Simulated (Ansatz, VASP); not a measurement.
## ZrB2 in two plane-wave programs

Wanted: the spread between two codes on one cell, functional and k mesh. The start cell is built, not measured: As first built, before any earlier steps moved the atoms (in the runner's words): it takes the HfB2 structure with some of its atoms replaced by other elements, volume scaled by an estimate. The cell is taken from a series of VASP runs on this material, whose earlier steps may have relaxed, scaled or displaced it; both programs get it as it stands.

Calculated with Ansatz 0.2.0; plane waves, with VASP 6.6.1 beside it; single point at BLYP with D3(BJ), band structure at BLYP with D3(BJ) and band structure at r2SCAN.

**1. Set-up**

The structure is hexagonal, space group P6/mmm (No. 191). The conventional cell has a = 3.124 Å, b = 3.124 Å, c = 3.540 Å, α = 90.00°, β = 90.00°, γ = 120.00°. Nearest to Zr lie 12 B at 2.53 Å. B has 3 B at 1.80 Å and 6 Zr at 2.53 Å nearest. As first built, before any earlier steps moved the atoms (in the runner's words): sites of the HfB2 structure (space group 191) filled with other elements, volume scaled by an estimate. Farther neighbours are not listed.

Coordinates:

```xyz
3
Lattice="3.1242 0.0000 0.0000 -1.5621 2.7056 0.0000 0.0000 0.0000 3.5397" Properties=species:S:1:pos:R:3 pbc="T T T"
Zr    0.0000    0.0000    0.0000
B     0.0000    1.8037    1.7699
B     1.5621    0.9019    1.7699
```

**2. VASP: single point, BLYP with D3(BJ)**

A single point gives forces, pressure and levels at one fixed geometry, so differences don't come from the geometry; what else differs is listed under the comparison.

Lines of VASP's logs that name or quote its potential files are left out, and so is its time.

Input file INCAR:

```
SYSTEM = ZrB2
PREC = Accurate
ENCUT = 420
EDIFF = 1E-06
NELM = 100
ISMEAR = -1
SIGMA = 0.05
LREAL = .FALSE.
ALGO = Normal
GGA = B5
ALDAX = 1
AGGAX = 1
AGGAC = 1
ALDAC = 0
IVDW = 12
VDW_S6 = 1
VDW_S8 = 2.6996
VDW_A1 = 0.4298
VDW_A2 = 4.2359
LORBIT = 11
LWAVE = .FALSE.
LCHARG = .TRUE.
ISIF = 2
LELF = .TRUE.
LVHAR = .TRUE.
```

Input file POSCAR:

```
ZrB2
1.0
    3.1241735893      0.0000000000      0.0000000000
   -1.5620867947      2.7056144540      0.0000000000
    0.0000000000      0.0000000000      3.5397052372
Zr B
1 2
Direct
    0.0000000000      0.0000000000      0.0000000000
    0.3333333300      0.6666666700      0.5000000000
    0.6666666700      0.3333333300      0.5000000000
```

Input file KPOINTS:

```
Automatic mesh
0
Gamma
8 8 6
0 0 0
```

PAW data sets: Zr_sv and B (PBE family, release 64).

Started as:

```
$ mpirun -np 1 vasp_std
```

Numbers of over 12 decimals in the logs are rounded to 6 here.

The log of the run:

```text
[banner, memory and clock lines left out]
running    1 mpi-ranks, on    1 nodes
 distrk:  each k-point on    1 cores,    1 groups
 distr:  one band on    1 cores,    1 groups

 POSCAR found type information on POSCAR ZrB
 POSCAR found :  2 types and       3 ions
|                                                                             |
|               ----> ADVICE to this user running VASP <----                  |
|                                                                             |
|     You enforced a specific xc type in the INCAR file but a different       |
|     [... a line on the potential file left out ...]
|     I HOPE YOU KNOW WHAT YOU ARE DOING!                                     |
|                                                                             |

 LDA part: xc-table for (Slater(with rela. corr.)+VWN5), standard interpolation
 POSCAR, INCAR and KPOINTS ok, starting setup
 FFT: planning ... GRIDC
 FFT: planning ... GRID_SOFT
 FFT: planning ... GRID
 WAVECAR not read
 entering main loop
       N       E                     dE             d eps       ncg     rms          rms(c)
DAV:   1     0.100489443351E+03    0.10049E+03   -0.88144E+03  1040   0.118E+03
DAV:   2    -0.207736108288E+02   -0.12126E+03   -0.11711E+03  1225   0.313E+02
DAV:   3    -0.251377478471E+02   -0.43641E+01   -0.43244E+01  1644   0.539E+01
DAV:   4    -0.252313025407E+02   -0.93555E-01   -0.93519E-01  1307   0.759E+00
DAV:   5    -0.252348763584E+02   -0.35738E-02   -0.35738E-02  1610   0.994E-01    0.217E+01
DAV:   6    -0.220447104287E+02    0.31902E+01   -0.96865E+00  1263   0.216E+01    0.856E+00
DAV:   7    -0.220330317248E+02    0.11679E-01   -0.10153E+00  1573   0.638E+00    0.331E+00
DAV:   8    -0.220403062584E+02   -0.72745E-02   -0.11470E-01  1221   0.323E+00    0.860E-01
DAV:   9    -0.220365145188E+02    0.37917E-02   -0.21642E-02  1332   0.120E+00    0.145E-01
DAV:  10    -0.220364644770E+02    0.50042E-04   -0.10015E-03  1348   0.263E-01    0.526E-02
DAV:  11    -0.220364846871E+02   -0.20210E-04   -0.41493E-05  1343   0.722E-02    0.198E-02
DAV:  12    -0.220364849604E+02   -0.27331E-06   -0.73939E-06  1318   0.289E-02
   1 F= -.24794466E+02 E0= -.24793392E+02  d E =-.214707E-02
```

Parts of OUTCAR (step 2):

```text
ion  position               nearest neighbor table
   1  0.000  0.000  0.000-   2 2.53   3 2.53   2 2.53   3 2.53   3 2.53   3 2.53   2 2.53   2 2.53
                             3 2.53   3 2.53   2 2.53   2 2.53
   2  0.333  0.667  0.500-   3 1.80   3 1.80   3 1.80   1 2.53   1 2.53   1 2.53   1 2.53   1 2.53
                             1 2.53
   3  0.667  0.333  0.500-   2 1.80   2 1.80   2 1.80   1 2.53   1 2.53   1 2.53   1 2.53   1 2.53
                             1 2.53

  LATTYP: Found a hexagonal cell.
 ALAT       =     3.1241735893
 C/A-ratio  =     1.1330053008

 Subroutine GETGRP returns: Found 24 space group operations
 (whereof 24 operations were pure point group operations)

The static configuration has the point symmetry D_6h.

 Found     40 irreducible k-points:

   k-points           NKPTS =     40   k-points in BZ     NKDIM =     40   number of bands    NBANDS=     13

   dimension x,y,z NGX =    24 NGY =   24 NGZ =   24
   dimension x,y,z NGXF=    48 NGYF=   48 NGZF=   48

   ENCUT  =  420.0 eV  30.87 Ry    5.56 a.u.   5.22  5.22  5.91*2*pi/ulx,y,z

   NELECT =      18.0000    total number of electrons

 k-points in reciprocal lattice and weights: Automatic mesh
   0.00000000  0.00000000  0.00000000       0.003
   0.12500000 -0.00000000  0.00000000       0.016
   0.25000000 -0.00000000  0.00000000       0.016
   0.37500000 -0.00000000  0.00000000       0.016
   0.50000000 -0.00000000  0.00000000       0.008
   0.12500000  0.12500000  0.00000000       0.016
   0.25000000  0.12500000  0.00000000       0.031
   0.37500000  0.12500000  0.00000000       0.031
   0.25000000  0.25000000  0.00000000       0.016
[...]
0.25000000  0.25000000  0.50000000       0.016
   0.37500000  0.25000000  0.50000000       0.016

 average (electrostatic) potential at core
       1 -72.3311       2 -21.5151       3 -21.5151

 E-fermi :  11.4277

 k-point     1 :       0.0000    0.0000    0.0000
  band No.  band energies     occupation
    ...
      5      -1.4286      2.00000
      6       8.7178      2.00000
      7       8.7178      2.00000
      8       8.7682      2.00000
      9       8.8941      2.00000
     10      14.7781      0.00000
     11      14.7781      0.00000
     12      15.3466      0.00000
     13      15.3466      0.00000

 k-point     2 :       0.1250   -0.0000    0.0000
  band No.  band energies     occupation
    ...
      5      -1.1155      2.00000
      6       7.8794      2.00000
      7       8.5604      2.00000
      8       8.7154      2.00000
      9       9.0721      2.00000
     10      14.1641      0.00000
     11      14.5855      0.00000
     12      14.7432      0.00000
     13      15.2051      0.00000

 k-point     3 :       0.2500   -0.0000    0.0000
  band No.  band energies     occupation
    ...
      5      -0.2509      2.00000
      6       6.1826      2.00000
      7       7.9287      2.00000
      8       8.5912      2.00000
      9       9.3983      2.00000
     10      13.5096      0.00000
     11      14.1649      0.00000
     12      14.8285      0.00000
     13      15.0064      0.00000

 Edisp (eV)   -2.75798

  Total       0.01491     0.01491     0.01033    -0.00000    -0.00000     0.00000
  in kB       0.79851     0.79851     0.55341    -0.00000    -0.00000     0.00000
  external pressure =        0.72 kB  Pullay stress =        0.00 kB

  energy-cutoff  :      420.00
  volume of cell :       29.92
      direct lattice vectors                 reciprocal lattice vectors
     3.124173589  0.000000000  0.000000000     0.320084647  0.184800905  0.000000000
    -1.562086795  2.705614454  0.000000000     0.000000000  0.369601810  0.000000000
     0.000000000  0.000000000  3.539705237     0.000000000  0.000000000  0.282509399

 POSITION                                       TOTAL-FORCE (eV/Angst)
 -----------------------------------------------------------------------------------
      0.00000      0.00000      0.00000         0.000000      0.000000     -0.000000
     -0.00000      1.80374      1.76985         0.000000      0.000000     -0.000000
      1.56209      0.90187      1.76985        -0.000000      0.000000      0.000000
 -----------------------------------------------------------------------------------
    total drift:                                0.000000     -0.000000     -0.000000

  FREE ENERGIE OF THE ION-ELECTRON SYSTEM (eV)
  ---------------------------------------------------
  free  energy   TOTEN  =       -24.7944655446 eV

  energy  without entropy=      -24.7923184784  energy(sigma->0) =      -24.79339201

 total charge
# of ion       s       p       d       tot
------------------------------------------
    1        2.172   6.035   1.826  10.033
    2        0.678   1.295   0.000   1.972
    3        0.678   1.295   0.000   1.972
--------------------------------------------------
tot          3.528   8.624   1.826  13.978

[... 3 further parts left out ...]
```

Dispersion corrections of this kind ignore metallic screening and tend to overbind metals.

**3. Ansatz: single point, BLYP with D3(BJ)**

Ansatz runs on its default PAW (the set named soft_2) files.

The same cell, functional (in two slightly different forms), mesh and smearing now go to Ansatz, which takes its cutoff from its data sets.

Input file input.yaml:

```yaml
crystal:
  lattice:
    - [3.1241735893, 0.0, 0.0]
    - [-1.5620867947, 2.705614454, 0.0]
    - [0.0, 0.0, 3.5397052372]
  atoms:
    - { symbol: Zr, position: [0.0, 0.0, 0.0] }
    - { symbol: B, position: [0.33333333, 0.66666667, 0.5] }
    - { symbol: B, position: [0.66666667, 0.33333333, 0.5] }
hamiltonian:
  xc: blyp
  pseudopotentials: { kind: paw }
  dispersion: d3bj
kpoints:
  mp_grid: { grid: [8, 8, 6] }
scf:
  occupations: { method: fermi_dirac, width: 0.05 }
  n_extra_bands: 4
output:
  forces: true
  stress: true
  eigenvalues: true
  write_density: true
  write_potential: true
  elf: true
  volumetric_format: npy
```

Started as:

```
$ ansatz run input.yaml --threads 2 --pin off --max-ram 4608MiB --backend cpu --events-out ev --progress --plain --runs-dir out
```

The log of the run:

```text
scf.n_extra_bands = 4 over 9 filled bands (N_el = 18.0): the run solves 13 bands
Engine: ansatz 0.2.0, aarch64-unknown-linux-gnu
Pseudopotentials: kind: paw
Pseudopotential: Zr, paw, valence charge 12, recommended cutoff 420 eV (normal), Zr.paw.azcp
Pseudopotential: B, paw, valence charge 3, recommended cutoff 420 eV (normal), B.paw.azcp
Functional definition: BLYP
  parameter beta = 0.0042
  parameter a = 0.04918
  parameter b = 0.132
  parameter c = 0.2533
  parameter d = 0.349
  exchange = b88_x(beta = beta)
  correlation = lyp_c(a = a, b = b, c = c, d = d)
Crystal: 3 atoms, lattice volume = 29.920 Å³
Basis set: ecut = 420 eV, 563 PW (Γ), exchange–correlation on 48×48×48 points (8 copies of the dense FFT grid, shifted against one another)
Bands: 13, of which v1, the nominal top of the filled ones, is band 9 counted from 1 (8 counted from 0)
Symmetry: 24 space group operations
Space group: P6/mmm (ITA 191), of the structure as read, at distance tolerance 3.1e-5 Å
k-points: 40 of 384
Non-local potential: Zr, projectors of the file, l = 0: 3, l = 1: 2, l = 2: 2, l = 3: 2
Non-local potential: B, projectors of the file, l = 0: 2, l = 1: 2, l = 2: 1
PAW form: soft (Blöchl's): semilocal exchange-correlation on the pseudo side does not see the compensation charge
PAW frozen core: Zr, regenerated for the run's functional, and the local potential with it (the file was generated under x = pbe(κ = 0.804, μ = 0.219515), c = pbe(β = 0.066725))
PAW frozen core: B, regenerated for the run's functional, and the local potential with it (the file was generated under x = pbe(κ = 0.804, μ = 0.219515), c = pbe(β = 0.066725))
PAW one-centre angular grid: Zr, 590 points (default); XC on 64 Gauss nodes
PAW one-centre angular grid: B, 110 points (default); XC on 64 Gauss nodes
Initial density: superposition of atomic densities (neutral atoms: chi_scale 0, normalization atom), corrected by the library's trained network
Initial wavefunctions: pseudopotential atomic-orbital guess
Functional: x = b88, c = lyp
SCF iter   1: F=—  HF=-4514.441617 eV  |F-HF|=—  |Δ(HF+E_count)|=         —  Δρ=1.17e-2  dr2=5.41e-2  ethr=1.77e-3  ⟨swp⟩=5.1  Hψ=2600  notcnv=0
preconditioner: auto → none  [insulator: Δε(μ)=0.261 eV  Ē_g=8.960 eV  σ=0.050 eV  W_gap=0.73  n_scr=8 (ndim 8)  ℏωp=21.5 eV  f_vac=0.000  D(μ)=0.28/eV (n_scr^D=0)  ε∞_Penn≈6.7]
SCF iter   2: F=—  HF=-4514.426056 eV  |F-HF|=—  |Δ(HF+E_count)|=   1.56e-2  Δρ=3.93e-3  dr2=5.29e-3  ethr=3.00e-4  ⟨swp⟩=2.0  Hψ=1001  notcnv=0
SCF iter   3: F=—  HF=-4514.424663 eV  |F-HF|=—  |Δ(HF+E_count)|=   1.39e-3  Δρ=4.56e-4  dr2=2.68e-5  ethr=2.94e-5  ⟨swp⟩=2.1  Hψ=723  notcnv=0
SCF iter   4: F=—  HF=-4514.424681 eV  |F-HF|=—  |Δ(HF+E_count)|=   1.79e-5  Δρ=1.03e-4  dr2=1.34e-6  ethr=1.49e-7  ⟨swp⟩=2.0  Hψ=737  notcnv=0
iter 5 did not close the SCF: its close was put off for the readings that it lacked (scf_convergence_deferred on its scf_iter line)
SCF iter   5: F=-4514.424683 eV  HF=-4514.424683 eV  |F-HF|=1.16e-7  |Δ(HF+E_count)|=   2.40e-6  Δρ=2.28e-5  dr2=4.40e-8  ethr=7.47e-9  ⟨swp⟩=2.3  Hψ=856  notcnv=0
SCF iter   6: F=-4514.424683 eV  HF=-4514.424683 eV  |F-HF|=1.06e-9  |Δ(HF+E_count)|=   1.29e-7  Δρ=2.22e-6  dr2=5.75e-10  ethr=2.44e-10  ⟨swp⟩=5.2  Hψ=2941  notcnv=0
SCF 1 converged in 6 iterations: F = -4514.424683 eV  dr2 = 5.75e-10
  greatest PAW one-centre occupation: 0.996 electrons in one spin orbital (limit 2), on the Zr atom at site 0 (counted from 0), in its partial waves of l = 0
SCF converged after 6 iterations
Free energy (F): -4514.424683 eV
Harris-Foulkes:  -4514.424683 eV  (|F-HF|=1.06e-9)
Internal energy: -4514.422536 eV  (E = F + TS)
E sigma→0 (E₀):  -4514.423610 eV
Entropy (-TS):   -0.002147 eV (-0.716 meV/atom)
Fermi energy:    16.833979 eV
--- Per-component energies (eV) ---
  E_band       = -9.547025
  E_kinetic    = 440.099360
  E_local      = -547.518803  (includes V_loc(G=0)·N_el)
  E_nonlocal   = 102.623889
  E_hartree    = 173.725450
  E_xc         = -224.880140
  E_vxc        = -266.002144  (∫ρ·V_xc dr)
  E_paw        = -3129.818930  (= ΣΔE_a)
  E_vpaw       = -86.200350  (= ΣTr[D̂ρ^β])
  E_aug_tail   = 0.000019  (compensation charges beyond the density's cutoff)
  E_ewald      = -1325.977511
  E_disp       = -2.758296  (pairwise vdW)
  E_core_change = 0.082426  (= ΣΔE_core)
  E_smearing   = -0.002147  (= −TS)
  E_closure    = -0.000000  (closes the sum)
  Σ components = -4514.424683   (vs F -4514.424683, Δ=0.00e0)
--- Forces (eV/Å), atoms counted from 1 ---
  atom   1  Zr     0.00000000     0.00000000     0.00000000
  atom   2  B      0.00000000    -0.00000000     0.00000000
  atom   3  B     -0.00000000     0.00000000     0.00000000
  max |Σ_I F_I| component: 1.85e-17 eV/Å
--- Stress (GPa, compression-positive) ---
       -0.285980       0.000000       0.000000
        0.000000      -0.285980      -0.000000
        0.000000      -0.000000      -0.576248
  P = ⅓ Tr σ = -0.3827 GPa (-3.827 kbar)
--- Band table (eV; the first three rows and the last of 40) ---
  k-point 0: bands = [... 5 lower, 14.1314, 14.1314, 14.1727, 14.2883, 20.1858, 20.1858, 20.7571, 20.7571]
  k-point 1: bands = [... 5 lower, 12.4540, 14.3854, 14.3854, 15.8883, 18.9102, 18.9102, 20.0160, 20.0160]
  k-point 2: bands = [... 5 lower, 10.7250, 15.0930, 15.0930, 17.4624, 17.6908, 17.6908, 18.5068, 18.5068]
  k-point 39: bands = [... 5 lower, 8.5432, 11.8196, 13.7786, 14.3726, 20.6494, 22.5268, 22.7697, 22.8626]
```

Elapsed: 2.5 s, on 2 threads of Arm Neoverse N1, shared host; peak memory 0.29 GiB.

The run ends at a pressure of -0.38 GPa.

**4. Comparison**

Known differences besides the potentials themselves: Ansatz makes its cores anew for this functional, VASP keeps those of its PBE data sets; VASP leaves aspherical gradient terms in its spheres out (LASPH is not set), Ansatz keeps them; VASP's log shows a relativistic correction to its local exchange, Ansatz's none. Total energies have different zeros and are not compared.

Compared:

```csv
quantity,Ansatz,VASP,difference
pressure (GPa),-0.38,0.07,-0.45
pressure without Ansatz's Pulay correction (GPa),-0.62,0.07,-0.69
```

Ansatz's pressure holds a Pulay correction of 0.24 GPa; VASP's holds none.

**5. VASP: band structure, BLYP with D3(BJ)**

With cell and atoms fixed, the geometry can't cause a difference; cores, projectors, grids and the points listed under the comparison can.

Edit INCAR of step 2 so:

```diff
@@ -21,5 +21,2 @@
 LWAVE = .FALSE.
-LCHARG = .TRUE.
-ISIF = 2
-LELF = .TRUE.
-LVHAR = .TRUE.
+LCHARG = .FALSE.
```

POSCAR is that of step 2.

KPOINTS is that of step 2.

Input file KPOINTS_OPT:

```
Line mode
16
Line-mode
Reciprocal
  0.00000000   0.00000000   0.00000000 GAMMA
  0.50000000   0.00000000   0.00000000 M

  0.50000000   0.00000000   0.00000000 M
  0.33333333   0.33333333   0.00000000 K

  0.33333333   0.33333333   0.00000000 K
  0.00000000   0.00000000   0.00000000 GAMMA

  0.00000000   0.00000000   0.00000000 GAMMA
  0.00000000   0.00000000   0.50000000 A

  0.00000000   0.00000000   0.50000000 A
  0.50000000   0.00000000   0.50000000 L

  0.50000000   0.00000000   0.50000000 L
  0.33333333   0.33333333   0.50000000 H

  0.33333333   0.33333333   0.50000000 H
  0.00000000   0.00000000   0.50000000 A

  0.50000000   0.00000000   0.50000000 L
  0.50000000   0.00000000   0.00000000 M

  0.33333333   0.33333333   0.00000000 K
  0.33333333   0.33333333   0.50000000 H
```

Started as:

```
$ mpirun -np 1 vasp_std
```

The log of the run:

```text
[banner, memory and clock lines left out]
running    1 mpi-ranks, on    1 nodes
[...]
[... a notice as in an earlier step ...]

 LDA part: xc-table for (Slater(with rela. corr.)+VWN5), standard interpolation
 POSCAR, INCAR and KPOINTS ok, starting setup
[...]
entering main loop
       N       E                     dE             d eps       ncg     rms          rms(c)
[... 12 cycles as in an earlier step ...]
   1 F= -.24794466E+02 E0= -.24793392E+02  d E =-.214707E-02
 Start KPOINTS_OPT (optional k-point list driver)
k-point batch [1-40\144]
       N       E                     dE             ncg
DAV:   1     0.650385671126E+03   -0.19067E+05     1040
DAV:   2    -0.406620988716E+04   -0.47166E+04     1260
DAV:   3    -0.424448678775E+04   -0.17828E+03     1673
DAV:   4    -0.424781302284E+04   -0.33262E+01     1246
DAV:   5    -0.424787281730E+04   -0.59794E-01     1600
DAV:   6    -0.424787345693E+04   -0.63963E-03     1281
DAV:   7    -0.424787346074E+04   -0.38076E-05     1120
DAV:   8    -0.424787346095E+04   -0.21156E-06      880
[...]
k-point batch [121-144\144]
       N       E                     dE             ncg
DAV:   1     0.972355678150E+04   -0.16132E+05      624
DAV:   2     0.702689652655E+04   -0.26967E+04      744
DAV:   3     0.693713797530E+04   -0.89759E+02     1046
DAV:   4     0.693618582551E+04   -0.95215E+00      750
DAV:   5     0.693616513264E+04   -0.20693E-01      982
DAV:   6     0.693616501228E+04   -0.12037E-03      800
DAV:   7     0.693616501125E+04   -0.10297E-05      675
DAV:   8     0.693616501111E+04   -0.13506E-06      562
```

From OUTCAR (step 5):

```text
 Edisp (eV)   -2.75798

[... 6 parts as in an earlier step ...]

[... 1 further part left out ...]
[key lines of the parts left out:]
E-fermi :  11.4277
```

The run ends at a pressure of 0.07 GPa.

[end of part 1 of 2]

[Lines on the potential files, build, host, timing and source positions are cut from VASP's logs without a mark.]

[Logs are printed without paths, hosts, clocks, repeated set-up lines and the standing remarks that a program may print on its own settings, such as how far it seeks lower states.]

[Hosts, paths, dates, database ids (printed as entryN), source tags and the programs' standing remarks are cut or masked in the printed files.]
